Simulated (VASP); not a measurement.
Output of a VASP run:

### OUTCAR
```
 ion  position               nearest neighbor table
   1  0.333  0.667  0.250-   2 3.44   2 3.44   2 3.44   2 3.44   2 3.44   2 3.44
   2  0.667  0.333  0.750-   1 3.44   1 3.44   1 3.44   1 3.44   1 3.44   1 3.44
  LATTYP: Found a hexagonal cell.
 ALAT       =     3.4800000000
 C/A-ratio  =     1.6063218391
 Subroutine PRICEL returns:
 Original cell was already a primitive cell.
 Subroutine GETGRP returns: Found 24 space group operations
The static configuration has the point symmetry D_3d.
 The point group associated with its full space group is D_6h.
The dynamic configuration has the point symmetry D_3d.
 Subroutine INISYM returns: Found 24 space group operations
 Subroutine IBZKPT returns following result:
 Found     64 irreducible k-points:

 Following reciprocal coordinates:
            Coordinates               Weight
  0.000000  0.000000  0.000000      1.000000
  0.090909  0.000000  0.000000      6.000000
  0.181818 -0.000000  0.000000      6.000000
  0.272727  0.000000  0.000000      6.000000
  0.363636  0.000000  0.000000      6.000000
  0.454545  0.000000  0.000000      6.000000
  0.090909  0.090909  0.000000      6.000000
  0.181818  0.090909  0.000000     12.000000
  0.272727  0.090909  0.000000     12.000000
  0.363636  0.090909  0.000000     12.000000
  0.454545  0.090909  0.000000      6.000000
  0.181818  0.181818  0.000000      6.000000
  0.272727  0.181818  0.000000     12.000000
  0.363636  0.181818  0.000000     12.000000
  0.272727  0.272727  0.000000      6.000000
  0.363636  0.272727  0.000000      6.000000
  0.000000  0.000000  0.166667      2.000000
  0.090909  0.000000  0.166667     12.000000
  0.181818 -0.000000  0.166667     12.000000
  0.272727  0.000000  0.166667     12.000000
  0.363636  0.000000  0.166667     12.000000
  0.454545  0.000000  0.166667     12.000000
  0.090909  0.090909  0.166667     12.000000
  0.181818  0.090909  0.166667     24.000000
  0.272727  0.090909  0.166667     24.000000
  0.363636  0.090909  0.166667     24.000000
  0.454545  0.090909  0.166667     12.000000
  0.181818  0.181818  0.166667     12.000000
  0.272727  0.181818  0.166667     24.000000
  0.363636  0.181818  0.166667     24.000000
  0.272727  0.272727  0.166667     12.000000
  0.363636  0.272727  0.166667     12.000000
  0.000000  0.000000  0.333333      2.000000
  0.090909  0.000000  0.333333     12.000000
  0.181818 -0.000000  0.333333     12.000000
  0.272727  0.000000  0.333333     12.000000
  0.363636  0.000000  0.333333     12.000000
  0.454545  0.000000  0.333333     12.000000
  0.090909  0.090909  0.333333     12.000000
  0.181818  0.090909  0.333333     24.000000
   k-points           NKPTS =     64   k-points in BZ     NKDIM =     64   number of bands    NBANDS=     18
   number of dos      NEDOS =    301   number of ions     NIONS =      2
   total plane-waves  NPLWV =  20736
   dimension x,y,z NGX =    24 NGY =   24 NGZ =   36
   dimension x,y,z NGXF=    48 NGYF=   48 NGZF=   72
   ions per type =               2
   PREC   = accura    normal or accurate (medium, high low for compatibility)
   ISTART =      0    job   : 0-new  1-cont  2-samecut
   ICHARG =      2    charge: 1-file 2-atom 10-const
   ISPIN  =      1    spin polarized calculation?
   LNONCOLLINEAR =      F non collinear calculations
   LSORBIT =      F    spin-orbit coupling
   INIWAV =      1    electr: 0-lowe 1-rand  2-diag
   ENCUT  =  400.0 eV  29.40 Ry    5.42 a.u.   5.67  5.67  9.12*2*pi/ulx,y,z
   NELM   =    100;   NELMIN=  2; NELMDL= -5     # of ELM steps
   EDIFF  = 0.1E-05   stopping-criterion for ELM
   LREAL  =      F    real-space projection
   NLSPLINE    = F    spline interpolate recip. space projectors
   LMAXMIX     =    4 max onsite mixed and CHGCAR
   VOSKOWN=      0    Vosko Wilk Nusair interpolation
   EDIFFG = -.1E-01   stopping-criterion for IOM
   NSW    =     60    number of steps for IOM
...
```

### OSZICAR
```
...
DAV:   3    -0.798802869223E+01    0.34870E-01   -0.10659E-01  2970   0.553E+00    0.202E-01
DAV:   4    -0.798706710277E+01    0.96159E-03   -0.90874E-03  2944   0.131E+00    0.473E-02
DAV:   5    -0.798704224378E+01    0.24859E-04   -0.67346E-04  3080   0.332E-01    0.163E-02
DAV:   6    -0.798704856913E+01   -0.63254E-05   -0.38429E-05  2844   0.854E-02    0.499E-03
DAV:   7    -0.798704804095E+01    0.52818E-06   -0.13082E-06  1402   0.176E-02
   2 F= -.79870480E+01 E0= -.79871630E+01  d E =-.734575E-02
       N       E                     dE             d eps       ncg     rms          rms(c)
DAV:   1    -0.798713815889E+01   -0.89590E-04   -0.32251E-03  2500   0.880E-01    0.466E-02
DAV:   2    -0.798706672354E+01    0.71435E-04   -0.17012E-04  2658   0.229E-01    0.211E-02
DAV:   3    -0.798704885505E+01    0.17868E-04   -0.56680E-05  2978   0.130E-01    0.485E-03
DAV:   4    -0.798704920712E+01   -0.35207E-06   -0.58146E-06  2358   0.316E-02
   3 F= -.79870492E+01 E0= -.79871733E+01  d E =-.734692E-02
       N       E                     dE             d eps       ncg     rms          rms(c)
DAV:   1    -0.800973322048E+01   -0.22684E-01   -0.78340E-01  2526   0.141E+01    0.739E-01
DAV:   2    -0.799197645544E+01    0.17757E-01   -0.43080E-02  2588   0.363E+00    0.321E-01
DAV:   3    -0.798789456091E+01    0.40819E-02   -0.13388E-02  2988   0.199E+00    0.704E-02
DAV:   4    -0.798778835418E+01    0.10621E-03   -0.10338E-03  2606   0.424E-01    0.154E-02
DAV:   5    -0.798779293393E+01   -0.45798E-05   -0.91873E-05  2910   0.114E-01    0.571E-03
DAV:   6    -0.798779405165E+01   -0.11177E-05   -0.60617E-06  2188   0.350E-02    0.200E-03
DAV:   7    -0.798779431977E+01   -0.26811E-06   -0.32665E-07  1154   0.100E-02
   4 F= -.79877943E+01 E0= -.79878109E+01  d E =-.745113E-03
       N       E                     dE             d eps       ncg     rms          rms(c)
DAV:   1    -0.798782165559E+01   -0.27604E-04   -0.94910E-04  2530   0.495E-01    0.258E-02
DAV:   2    -0.798780061319E+01    0.21042E-04   -0.51538E-05  2664   0.128E-01    0.113E-02
DAV:   3    -0.798779552312E+01    0.50901E-05   -0.16783E-05  2920   0.708E-02    0.245E-03
DAV:   4    -0.798779495434E+01    0.56879E-06   -0.11565E-06  1204   0.158E-02
   5 F= -.79877950E+01 E0= -.79878139E+01  d E =-.745747E-03
       N       E                     dE             d eps       ncg     rms          rms(c)
DAV:   1    -0.798781234105E+01   -0.16818E-04   -0.65021E-04  2526   0.410E-01    0.212E-02
DAV:   2    -0.798779792261E+01    0.14418E-04   -0.35063E-05  2604   0.106E-01    0.921E-03
DAV:   3    -0.798779447831E+01    0.34443E-05   -0.11570E-05  2744   0.587E-02    0.204E-03
DAV:   4    -0.798779402811E+01    0.45020E-06   -0.80537E-07  1282   0.132E-02
   6 F= -.79877940E+01 E0= -.79878150E+01  d E =-.744821E-03
       N       E                     dE             d eps       ncg     rms          rms(c)
DAV:   1    -0.798807873791E+01   -0.28426E-03   -0.10341E-02  2524   0.142E+00    0.788E-02
DAV:   2    -0.798787695266E+01    0.20179E-03   -0.49789E-04  2814   0.385E-01    0.390E-02
DAV:   3    -0.798781161736E+01    0.65335E-04   -0.17755E-04  2974   0.231E-01    0.910E-03
DAV:   4    -0.798780922261E+01    0.23947E-05   -0.23190E-05  2880   0.645E-02    0.206E-03
DAV:   5    -0.798780898968E+01    0.23293E-06   -0.80777E-07  1168   0.130E-02
   7 F= -.79878090E+01 E0= -.79878180E+01  d E =-.149616E-04
```

### OUTCAR
```
------------------------ aborting loop because EDIFF is reached ----------------------------------------
  FORCE on cell =-STRESS in cart. coord.  units (eV):
  Direction    XX          YY          ZZ          XY          YZ          ZX
  --------------------------------------------------------------------------------------
  Total       -0.0031553     -0.0031553      0.0096134      0.0000000      0.0000000      0.0000000
  in kB       -0.0851778     -0.0851778      0.2595119      0.0000000      0.0000000      0.0000000
  external PRESSURE =       0.0297188 kB  Pullay stress =       0.0000000 kB
  volume of cell :       59.35
      direct lattice vectors                 reciprocal lattice vectors
     3.464335455  0.000000000 -0.000000000     0.288655649  0.166655439 -0.000000000
    -1.732167728  3.000202112  0.000000000    -0.000000000  0.333310878  0.000000000
     0.000000000 -0.000000000  5.710324322     0.000000000  0.000000000  0.175121402
 POSITION                                       TOTAL-FORCE (eV/Angst)
 -----------------------------------------------------------------------------------
     -0.00000      2.00014      1.42758        -0.000000     -0.000000      0.000000
      1.73217      1.00007      4.28274         0.000000      0.000000      0.000000
 -----------------------------------------------------------------------------------
    total drift:                                0.000167     -0.000096      0.000332
  FREE ENERGIE OF THE ION-ELECTRON SYSTEM (eV)
  ---------------------------------------------------
  free  energy   TOTEN  =        -7.9878089897 eV

  energy  without entropy=       -7.9878359855  energy(sigma->0) =       -7.98781799

 reached required accuracy - stopping structural energy minimisation
```
(Selected blocks of OUTCAR.)

POSCAR:
```
Pb
1
    3.4800000000     0.0000000000     0.0000000000
   -1.7400000000     3.0137680000     0.0000000000
    0.0000000000     0.0000000000     5.5900000000
Pb
2
Direct
  0.3333330000   0.6666670000   0.2500000000
  0.6666670000   0.3333330000   0.7500000000
```

Reconstruct the remaining input files.

One answer among several that fit: the input of the run itself, PBEsol GGA, plane waves, VASP's PBE PAW potentials (set 64).

**INCAR**
```
# general
SYSTEM  = Pb
PREC    = Accurate
ENCUT   = 400
LREAL   = .FALSE.
LASPH   = .TRUE.   # aspherical one-centre terms

# electronic loop
EDIFF   = 1E-6   # SCF stop (eV)
NELM    = 100
ALGO    = Normal
LMAXMIX = 4   # l cut-off of mixed one-centre charges

# smearing
ISMEAR  = 1   # Methfessel-Paxton
SIGMA   = 0.1   # width (eV)

# functional
GGA     = PS   # PBEsol

# ions
IBRION  = 2   # conjugate gradients
NSW     = 60
ISIF    = 3   # ions, shape and volume
EDIFFG  = -0.01   # ionic stop

# output
LWAVE   = .FALSE.
LCHARG  = .FALSE.
```

### KPOINTS
```
kpoints
0
gamma
 11 11 6
```

POTCAR, in this order: Pb_d (PBE.64 set). Program: vasp_std.

The structure comes from a measured Pb entry (P6_3/mmc) of the Crystallography Open Database, whose conditions weren't checked. This run relaxes it. Symmetry was kept, so distortions that lower it aren't found.
